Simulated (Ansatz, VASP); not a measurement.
## Cross-check of Al2ZnSe2O2 between VASP and Ansatz

One calculation is typed for both programs; each brings its own data sets. How far apart do they land? The cell is invented: As first built, before any earlier steps moved the atoms (in the runner's words): O for S in the Al2ZnSe2S2 structure of space group C2. It may not be a known or stable phase. The cell is taken from a series of runs on this material, whose earlier steps may have relaxed, scaled, displaced or heated it; both programs get it as it stands.

Method: plane waves, with VASP 6.6.1 beside it; single point at PBE and single point at r2SCAN, in Ansatz 0.2.0.

**1. The structure**

Symmetry: C2, No. 5, monoclinic system. The conventional cell has a = 7.012 Å, b = 9.310 Å, c = 5.022 Å, α = 90.00°, β = 130.48°, γ = 90.00°. Al has 2 O at 1.79 Å and 2 Se at 2.39 Å nearest. Nearest to Al lie 2 O at 1.77 Å and 2 Se at 2.34 Å. Nearest to Zn lie 2 O at 2.19 Å and 2 Se at 2.42 Å. Nearest to Se lie 2 Al at 2.34 to 2.39 Å and 1 Zn at 2.42 Å. Nearest to O lie 2 Al at 1.77 to 1.79 Å and 1 Zn at 2.19 Å. It derives from Al2ZnSe2S2. As first built, before any earlier steps moved the atoms (in the runner's words): O for S in the Al2ZnSe2S2 structure of space group C2. Farther neighbours and most contacts between anions are not listed.

**2. Ansatz: single point, PBE, pair 1**

Ansatz runs on its default PAW (the set named soft_2) files.

With cell and atoms fixed, the geometry can't cause a difference; cores, projectors, grids and the points listed under the comparison can.

input.yaml reads:

```yaml
crystal:
  lattice:
    - [5.827585237, 0.0, 0.0]
    - [-1.609177902, 5.601008496, 0.0]
    - [-1.961054197, -2.603798151, 3.819691829]
  atoms:
    - { symbol: Al, position: [0.4702109592, 0.5297890408, 0.0] }
    - { symbol: Al, position: [0.2814231908, 0.7185768092, 0.5] }
    - { symbol: Zn, position: [0.9756322791, 0.0243677209, 0.0] }
    - { symbol: Se, position: [0.8600556565, 0.6017851412, 0.4913333523] }
    - { symbol: Se, position: [0.3982148588, 0.1399443435, 0.5086666477] }
    - { symbol: O, position: [0.5514731473, 0.7870105918, 0.8934570724] }
    - { symbol: O, position: [0.2129894082, 0.4485268527, 0.1065429276] }
kpoints:
  mp_grid: { grid: [6, 6, 6] }
scf:
  occupations: { method: fixed }
hamiltonian:
  xc: pbe
output:
  eigenvalues: true
  transmission:
    leads: [[0, 0]]
    kpoints: [[0.0, 0.0], [-0.5, -0.5]]
    e_range: [-1.0, 1.51]
    de: 0.06
```

On the command line:

```console
$ ansatz run input.yaml --threads 2 --pin off --max-ram 4096MiB --backend cpu --events-out ev --progress --plain --runs-dir out
```

Numbers of over 12 decimals in the logs are rounded to 6 here.

What it wrote:

```text
Engine: ansatz 0.2.0, x86_64-unknown-linux-gnu
Pseudopotentials: kind: paw
Pseudopotential: Al, paw, valence charge 3, recommended cutoff 420 eV (normal), Al.paw.azcp
Pseudopotential: Zn, paw, valence charge 12, recommended cutoff 420 eV (normal), Zn.paw.azcp
Pseudopotential: Se, paw, valence charge 16, recommended cutoff 420 eV (normal), Se.paw.azcp
Pseudopotential: O, paw, valence charge 6, recommended cutoff 420 eV (normal), O.paw.azcp
Functional definition: PBE
  parameter kappa = 0.804
  parameter beta = 0.066725
  exchange = pbe_x(kappa = kappa, mu = beta*pi^2/3)
  correlation = pbe_c(beta = beta)
Crystal: 7 atoms, lattice volume = 124.676 Å³
Basis set: ecut = 420 eV, 2425 PW (Γ)
Bands: 38, of which v1, the nominal top of the filled ones, is band 31 counted from 1 (30 counted from 0)
Symmetry: 2 space group operations
Space group: C2 (ITA 5), of the structure as read, at distance tolerance 5.0e-5 Å
k-points: 68 of 216 (time reversal used)
Non-local potential: Al, projectors of the file, l = 0: 2, l = 1: 2, l = 2: 1
Non-local potential: Zn, projectors of the file, l = 0: 2, l = 1: 2, l = 2: 3, l = 3: 1
Non-local potential: Se, projectors of the file, l = 0: 2, l = 1: 2, l = 2: 3, l = 3: 1
Non-local potential: O, projectors of the file, l = 0: 2, l = 1: 2, l = 2: 1
PAW form: soft (Blöchl's): semilocal exchange-correlation on the pseudo side does not see the compensation charge
PAW one-centre angular grid: Al, 110 points (default); XC on 64 Gauss nodes
PAW one-centre angular grid: Zn, 590 points (default); XC on 64 Gauss nodes
PAW one-centre angular grid: Se, 590 points (default); XC on 64 Gauss nodes
PAW one-centre angular grid: O, 110 points (default); XC on 64 Gauss nodes
Initial density: superposition of atomic densities (neutral atoms: chi_scale 0, normalization atom), corrected by the library's trained network
Initial wavefunctions: pseudopotential atomic-orbital guess
Functional: x = pbe(κ = 0.804, μ = 0.219515), c = pbe(β = 0.066725)
SCF iter   1: F=—  HF=-16472.775923 eV  |F-HF|=—  |Δ(HF+E_count)|=         —  Δρ=1.97e-3  dr2=3.66e-3  ethr=1.77e-3  ⟨swp⟩=4.9  Hψ=9447  notcnv=0  defer=301
preconditioner: auto → Resta (q_TF=auto, 2.428 Å⁻¹)  ε∞=4.5  [insulator: Δε(μ)=0.521 eV  Ē_g=11.550 eV  n_scr=32 (ndim 8)  ℏωp=21.6 eV  f_vac=0.048  ε∞_Penn≈4.5]
SCF iter   2: F=—  HF=-16472.776171 eV  |F-HF|=—  |Δ(HF+E_count)|=   2.48e-4  Δρ=1.07e-3  dr2=9.50e-4  ethr=5.91e-6  ⟨swp⟩=2.1  Hψ=5332  notcnv=0  defer=340
SCF iter   3: F=—  HF=-16472.776415 eV  |F-HF|=—  |Δ(HF+E_count)|=   2.43e-4  Δρ=4.65e-4  dr2=2.86e-4  ethr=1.53e-6  ⟨swp⟩=2.7  Hψ=4295  notcnv=0  defer=340
SCF iter   4: F=—  HF=-16472.776521 eV  |F-HF|=—  |Δ(HF+E_count)|=   1.06e-4  Δρ=1.23e-4  dr2=2.26e-5  ethr=4.62e-7  ⟨swp⟩=2.0  Hψ=3904  notcnv=0  defer=340
SCF iter   5: F=—  HF=-16472.776536 eV  |F-HF|=—  |Δ(HF+E_count)|=   1.52e-5  Δρ=1.13e-4  dr2=9.82e-6  ethr=3.65e-8  ⟨swp⟩=2.0  Hψ=4552  notcnv=0  defer=167
SCF iter   6: F=—  HF=-16472.776531 eV  |F-HF|=—  |Δ(HF+E_count)|=   5.27e-6  Δρ=2.31e-5  dr2=7.85e-7  ethr=1.58e-8  ⟨swp⟩=2.0  Hψ=3559  notcnv=0  defer=166
SCF iter   7: F=—  HF=-16472.776531 eV  |F-HF|=—  |Δ(HF+E_count)|=   3.50e-7  Δρ=1.38e-5  dr2=2.53e-7  ethr=1.27e-9  ⟨swp⟩=2.0  Hψ=4552  notcnv=0  defer=166
SCF iter   8: F=-16472.776531 eV  HF=-16472.776531 eV  |F-HF|=3.49e-8  |Δ(HF+E_count)|=   3.84e-9  Δρ=4.34e-6  dr2=2.97e-8  ethr=1.61e-10  ⟨swp⟩=9.6  Hψ=11082  notcnv=0
SCF 1 converged in 8 iterations: F = -16472.776531 eV  dr2 = 2.97e-8
  greatest PAW one-centre occupation: 1.000 electrons in one spin orbital (limit 2), on the Se atom at site 4 (counted from 0), in its partial waves of l = 2
transmission: 5 of 10 steps passed
transmission: 10 of 10 steps passed
SCF converged after 8 iterations
Free energy (F): -16472.776531 eV
Harris-Foulkes:  -16472.776531 eV  (|F-HF|=3.49e-8)
Internal energy: -16472.776531 eV  (E = F + TS)
E sigma→0 (E₀):  -16472.776531 eV
Fermi energy:    6.607691 eV
--- Per-component energies (eV) ---
  E_band       = -814.615438
  E_kinetic    = 772.782600
  E_local      = -8138.434752  (includes V_loc(G=0)·N_el)
  E_nonlocal   = -459.751145
  E_hartree    = 3774.554414
  E_xc         = -574.582841
  E_vxc        = -496.996596  (∫ρ·V_xc dr)
  E_paw        = -6903.930559  (= ΣΔE_a)
  E_vpaw       = -41.328736  (= ΣTr[D̂ρ^β])
  E_aug_tail   = 0.003370  (compensation charges beyond the density's cutoff)
  E_ewald      = -4943.417618
  E_smearing   = -0.000000  (= −TS)
  E_closure    = 0.000000  (closes the sum)
  Σ components = -16472.776531   (vs F -16472.776531, Δ=0.00e0)
--- Band table (eV; the first three rows and the last of 68) ---
  k-point 0: bands = [... 27 lower, 4.0889, 4.7945, 5.0809, 6.2449, 7.1134, 9.7051, 10.8344, 10.8546, ... 3 higher]
  k-point 1: bands = [... 27 lower, 4.0182, 4.1834, 4.7280, 6.2914, 7.7391, 10.7540, 10.8986, 11.3910, ... 3 higher]
  k-point 2: bands = [... 27 lower, 4.1552, 4.4760, 4.5751, 6.3914, 8.8564, 10.3191, 11.2089, 12.0554, ... 3 higher]
  k-point 67: bands = [... 27 lower, 4.3175, 4.3301, 5.3341, 6.6077, 7.8738, 10.5647, 10.8125, 12.1766, ... 3 higher]
--- Transmission ---
  basis      : 289 plane waves across, 5 finite elements along
  points     : 2, as listed
  energies   : 42 from -1.000000 to 1.460000 eV about the Fermi level, 0.060000 eV apart; the leads are filled to 0.252849 eV, and channels, transmission and decay are at 0.260000 eV
  crystal 0  : O2Al2Zn1Se2, at the sites [0, 0], period 3.8197 Å: whole cells are its period
    offset         : up to 0.0000 Å between an atom of the period and one for which it stands
    channels       : 0.000000e0 a spin
    conductance    : none, the energies end too early or step too widely for 300 K: set another output.transmission.e_range or a lower de, or, where they end at an eighth of basis.ecutwfc, a higher one
    slowest decay  : 0.1223 /Å at (0.0000, 0.0000)
```

The column dr2 measures how far the density is from self-consistency, as an energy; F and HF (Harris–Foulkes) agree once it is small.

**3. VASP: single point, PBE, pair 1**

The same cell, functional and mesh now go to VASP, with its own data sets.

Lines of VASP's logs that name or quote its potential files are left out, and so is its time.

INCAR reads:

```
SYSTEM = Al2ZnSe2O2
PREC = Accurate
ENCUT = 520
EDIFF = 1E-06
NELM = 120
ISMEAR = 0
SIGMA = 0.01
LREAL = .FALSE.
ALGO = Normal
GGA = PE
NBANDS = 28
LORBIT = 11
LWAVE = .FALSE.
LCHARG = .FALSE.
ISIF = 2
LASPH = .TRUE.
GGA_COMPAT = .FALSE.
EFERMI = MIDGAP
KPAR = 2
```

POSCAR reads:

```
Al2ZnSe2O2
1.0
    5.8275852370      0.0000000000      0.0000000000
   -1.6091779020      5.6010084960      0.0000000000
   -1.9610541970     -2.6037981510      3.8196918290
Al Zn Se O
2 1 2 2
Direct
    0.4702109592      0.5297890408      0.0000000000
    0.2814231908      0.7185768092      0.5000000000
    0.9756322791      0.0243677209      0.0000000000
    0.8600556565      0.6017851412      0.4913333523
    0.3982148588      0.1399443435      0.5086666477
    0.5514731473      0.7870105918      0.8934570724
    0.2129894082      0.4485268527      0.1065429276
```

KPOINTS reads:

```
Automatic mesh
0
Gamma
6 6 6
0 0 0
```

PAW data sets: Al, Zn, Se and O (PBE family, release 64).

On the command line:

```console
$ mpirun -np 2 vasp_std
```

What it wrote:

```text
[banner, memory and clock lines left out]
running    2 mpi-ranks, on    1 nodes
 distrk:  each k-point on    1 cores,    2 groups
 distr:  one band on    1 cores,    1 groups

 POSCAR found type information on POSCAR AlZnSeO
 POSCAR found :  4 types and       7 ions
 LDA part: xc-table for (Slater+PW92), standard interpolation
 POSCAR, INCAR and KPOINTS ok, starting setup
 FFT: planning ... GRIDC
 FFT: planning ... GRID_SOFT
 FFT: planning ... GRID
 WAVECAR not read
 entering main loop
       N       E                     dE             d eps       ncg     rms          rms(c)
DAV:   1     0.308442143189E+03    0.30844E+03   -0.18562E+04  3808   0.149E+03
DAV:   2    -0.237259945747E+01   -0.31081E+03   -0.29663E+03  4252   0.330E+02
DAV:   3    -0.403660249950E+02   -0.37993E+02   -0.37568E+02  4512   0.121E+02
DAV:   4    -0.413051369665E+02   -0.93911E+00   -0.93654E+00  4740   0.203E+01
DAV:   5    -0.413171647152E+02   -0.12028E-01   -0.12022E-01  4684   0.234E+00    0.136E+01
DAV:   6    -0.362520693173E+02    0.50651E+01   -0.19465E+01  5276   0.575E+01    0.665E+00
DAV:   7    -0.362965280277E+02   -0.44459E-01   -0.29352E+00  4236   0.975E+00    0.416E+00
DAV:   8    -0.362748611191E+02    0.21667E-01   -0.73808E-01  5604   0.785E+00    0.131E+00
DAV:   9    -0.362428197863E+02    0.32041E-01   -0.27318E-01  5612   0.898E+00    0.501E-01
DAV:  10    -0.362456058126E+02   -0.27860E-02   -0.50033E-02  4188   0.163E+00    0.394E-01
DAV:  11    -0.362438029187E+02    0.18029E-02   -0.12863E-02  5848   0.976E-01    0.830E-02
DAV:  12    -0.362441249401E+02   -0.32202E-03   -0.17189E-03  4284   0.249E-01    0.600E-02
DAV:  13    -0.362441912507E+02   -0.66311E-04   -0.21145E-04  4976   0.234E-01    0.259E-02
DAV:  14    -0.362441906007E+02    0.65002E-06   -0.68193E-05  4736   0.101E-01    0.196E-02
DAV:  15    -0.362441890875E+02    0.15132E-05   -0.20881E-05  4408   0.280E-02    0.616E-03
DAV:  16    -0.362441890197E+02    0.67812E-07   -0.13471E-06  2948   0.845E-03
   1 F= -.36244189E+02 E0= -.36244189E+02  d E =0.000000E+00
```

OUTCAR, selected parts (step 3):

```text
ion  position               nearest neighbor table
   1  0.470  0.530  0.000-   6 1.79   7 1.79   5 2.39   4 2.39   2 3.06   2 3.06
   2  0.281  0.719  0.500-   7 1.77   6 1.77   5 2.34   4 2.34   1 3.06   1 3.06
   3  0.976  0.024  0.000-   7 2.19   6 2.19   4 2.42   5 2.42
   4  0.860  0.602  0.491-   2 2.34   1 2.39   3 2.42
   5  0.398  0.140  0.509-   2 2.34   1 2.39   3 2.42
   6  0.551  0.787  0.893-   2 1.77   1 1.79   3 2.19
   7  0.213  0.449  0.107-   2 1.77   1 1.79   3 2.19

  LATTYP: Found a base centered monoclinic cell.
 ALAT       =     7.0118654163
 B/A-ratio  =     1.3277543043
 C/A-ratio  =     0.7161443990
 COS(beta)  =    -0.6491431568

 Subroutine GETGRP returns: Found  2 space group operations
 (whereof  2 operations were pure point group operations)

The static configuration has the point symmetry C_2 .

 Found     68 irreducible k-points:

   k-points           NKPTS =     68   k-points in BZ     NKDIM =     68   number of bands    NBANDS=     28

   dimension x,y,z NGX =    48 NGY =   48 NGZ =   40
   dimension x,y,z NGXF=    96 NGYF=   96 NGZF=   80

   ENCUT  =  520.0 eV  38.22 Ry    6.18 a.u.  10.84 10.84  9.34*2*pi/ulx,y,z

   NELECT =      42.0000    total number of electrons

 k-points in reciprocal lattice and weights: Automatic mesh
   0.00000000  0.00000000  0.00000000       0.005
   0.16666667 -0.00000000  0.00000000       0.019
   0.33333333  0.00000000  0.00000000       0.019
   0.50000000  0.00000000  0.00000000       0.009
   0.16666667  0.16666667  0.00000000       0.009
   0.33333333  0.16666667  0.00000000       0.019
   0.50000000  0.16666667 -0.00000000       0.019
  -0.33333333  0.16666667  0.00000000       0.019
  -0.16666667  0.16666667 -0.00000000       0.009
[...]
-0.33333333  0.33333333  0.50000000       0.009
   0.50000000  0.50000000  0.50000000       0.005

 average (electrostatic) potential at core
       1 -76.9034       2 -76.5417       3 -35.8536       4 -54.2197       5 -54.2197
       6 -72.0523       7 -72.0523

 E-fermi :   3.6942

 k-point     1 :       0.0000    0.0000    0.0000
  band No.  band energies     occupation
    ...
     17       0.1937      2.00000
     18       0.9250      2.00000
     19       1.6330      2.00000
     20       1.9186      2.00000
     21       3.0827      2.00000
     22       3.9419      0.00000
     23       6.5363      0.00000
     24       7.6640      0.00000
     25       7.6883      0.00000
     26       8.4578      0.00000
    ...

 k-point     2 :       0.1667   -0.0000    0.0000
  band No.  band energies     occupation
    ...
     17       0.4585      2.00000
     18       0.9148      2.00000
     19       1.3850      2.00000
     20       1.7348      2.00000
     21       2.7327      2.00000
     22       4.5272      0.00000
     23       6.9886      0.00000
     24       7.4254      0.00000
     25       7.8635      0.00000
     26       8.7979      0.00000
    ...

 k-point     3 :       0.3333    0.0000    0.0000
  band No.  band energies     occupation
    ...
     17       0.5997      2.00000
     18       0.8704      2.00000
     19       1.2874      2.00000
     20       1.5724      2.00000
     21       2.1010      2.00000
     22       5.6211      0.00000
     23       7.1048      0.00000
     24       8.0841      0.00000
     25       8.3125      0.00000
     26       8.8653      0.00000
    ...

  Total        2.2647742      2.3433095      2.4227442      0.1366776     -0.1059434     -0.0797918
  in kB       29.1039742     30.1132096     31.1340019      1.7564050     -1.3614482     -1.0253824
  external PRESSURE =      30.1170619 kB  Pullay stress =       0.0000000 kB

  energy-cutoff  :      520.00
  volume of cell :      124.68
      direct lattice vectors                 reciprocal lattice vectors
     5.827585237  0.000000000  0.000000000     0.171597662  0.049300258  0.121706215
    -1.609177902  5.601008496  0.000000000     0.000000000  0.178539276  0.121706215
    -1.961054197 -2.603798151  3.819691829     0.000000000  0.000000000  0.261801225

 POSITION                                       TOTAL-FORCE (eV/Angst)
 -----------------------------------------------------------------------------------
      1.88767      2.96735      0.00000         0.079301     -0.059725      0.000000
     -0.49683      2.72286      1.90985        -0.094149      0.070909      0.000000
      5.64637      0.13648      0.00000        -0.010071      0.007585      0.000000
      3.08014      2.09127      1.87674        -0.081064     -0.212916     -0.012263
      1.09791     -0.54064      1.94295         0.182253      0.136705      0.012263
      0.19520      2.08167      3.41273         0.015895      0.100460      0.183497
      0.31052      2.23479      0.40696        -0.092165     -0.043017     -0.183497
 -----------------------------------------------------------------------------------
    total drift:                                0.001330     -0.001001     -0.000000

  FREE ENERGIE OF THE ION-ELECTRON SYSTEM (eV)
  ---------------------------------------------------
  free  energy   TOTEN  =       -36.2441890197 eV

  energy  without entropy=      -36.2441890197  energy(sigma->0) =      -36.24418902

 total charge
# of ion       s       p       d       tot
------------------------------------------
    1        0.359   0.391   0.000   0.750
    2        0.371   0.420   0.000   0.791
    3        0.471   0.357   9.814  10.642
    4        1.447   2.496   0.030   3.973
    5        1.447   2.496   0.030   3.973
    6        1.553   3.537   0.000   5.091
    7        1.553   3.537   0.000   5.091
--------------------------------------------------
tot          7.201  13.235   9.874  30.310

[... 3 further parts left out ...]
```

The run ends at a pressure of 3.01 GPa, with forces up to 0.23 eV/Å.

**4. Comparison**

Known differences besides the potentials themselves: fixed occupations in Ansatz, narrow Gaussian smearing in VASP; the data sets hold 62 valence electrons in Ansatz (on its default PAW (the set named soft_2) files) and 42 in VASP; the cutoff is 420 eV in Ansatz and 520 eV in VASP. Total energies have different zeros and are not compared.

Both answers:

```tsv
quantity	Ansatz	VASP	difference
gap on the k mesh (eV)	0.506	0.495	+0.010
```

A gap on the mesh is an upper bound, since the band edges may lie between its points.

**5. VASP: single point, PBE, pair 2**

A single point gives forces, pressure and levels at one fixed geometry, so differences don't come from the geometry; what else differs is listed under the comparison.

INCAR is that of step 3.

POSCAR reads:

```
Al2ZnSe2O2
1.0
    3.5043176450     -4.6550172436      0.1064048597
    3.5043176450      4.6550172436      0.1064048597
   -3.3741034588      0.0000000000      3.7190011957
Al Zn Se O
2 1 2 2
Direct
    0.4702109592      0.5297890408      1.0000000000
    0.2814231908      0.7185768092      0.5000000000
    0.9756322791      0.0243677209      1.0000000000
    0.8600556565      0.6017851412      0.4913333523
    0.3982148588      0.1399443435      0.5086666477
    0.5514731473      0.7870105918      0.8934570724
    0.2129894082      0.4485268527      0.1065429276
```

KPOINTS is that of step 3.

On the command line:

```console
$ mpirun -np 2 vasp_std
```

What it wrote:

```text
[... set-up lines as in an earlier step ...]
 entering main loop
       N       E                     dE             d eps       ncg     rms          rms(c)
DAV:   1     0.308442143214E+03    0.30844E+03   -0.18562E+04  3808   0.149E+03
DAV:   2    -0.237259945566E+01   -0.31081E+03   -0.29663E+03  4252   0.330E+02
DAV:   3    -0.403660249946E+02   -0.37993E+02   -0.37568E+02  4512   0.121E+02
DAV:   4    -0.413051369661E+02   -0.93911E+00   -0.93654E+00  4740   0.203E+01
[...]
DAV:  14    -0.362441906031E+02    0.65006E-06   -0.68193E-05  4736   0.101E-01    0.196E-02
DAV:  15    -0.362441890900E+02    0.15131E-05   -0.20881E-05  4408   0.280E-02    0.616E-03
DAV:  16    -0.362441890222E+02    0.67856E-07   -0.13471E-06  2948   0.845E-03
   1 F= -.36244189E+02 E0= -.36244189E+02  d E =0.000000E+00
```

Parts of OUTCAR (step 5):

```text
  Total        2.4542739      2.1618353      2.4147188      0.0000000      0.0000000     -0.1316733
  in kB       31.5391817     27.7811357     31.0308702      0.0000000      0.0000000     -1.6920958
  external PRESSURE =      30.1170625 kB  Pullay stress =       0.0000000 kB

 POSITION                                       TOTAL-FORCE (eV/Angst)
 -----------------------------------------------------------------------------------
      3.50432      0.27734      0.10640        -0.000000     -0.099276     -0.000000
      1.81727      2.03496      1.96591        -0.000000      0.117865      0.000000
      3.50432     -4.42815      0.10640        -0.000000      0.012608     -0.000000
      3.46494     -1.20225      1.98282        -0.218371     -0.063339     -0.018899
      0.16959     -1.20225      1.94899         0.218371     -0.063339      0.018899
      1.67586      1.09643      3.46519         0.084198      0.047741      0.186139
      1.95868      1.09643      0.46662        -0.084198      0.047741     -0.186139
 -----------------------------------------------------------------------------------
    total drift:                               -0.000000     -0.001665      0.000000

  FREE ENERGIE OF THE ION-ELECTRON SYSTEM (eV)
  ---------------------------------------------------
  free  energy   TOTEN  =       -36.2441890222 eV

  energy  without entropy=      -36.2441890222  energy(sigma->0) =      -36.24418902

[... 1 part as in an earlier step ...]

[... 2 further parts left out ...]
[key lines of the parts left out:]
E-fermi :   3.6942
```

The run ends at a pressure of 3.01 GPa, with forces up to 0.23 eV/Å.

(Continued in part 2 of 2.)

[Lines on the potential files, build, host, timing and source positions are cut from VASP's logs without a mark.]

[Logs are printed without paths, hosts, clocks, repeated set-up lines and the standing remarks that a program may print on its own settings, such as how far it seeks lower states.]

[Hosts, paths, dates, database ids (printed as entryN), source tags and the programs' standing remarks are cut or masked in the printed files.]
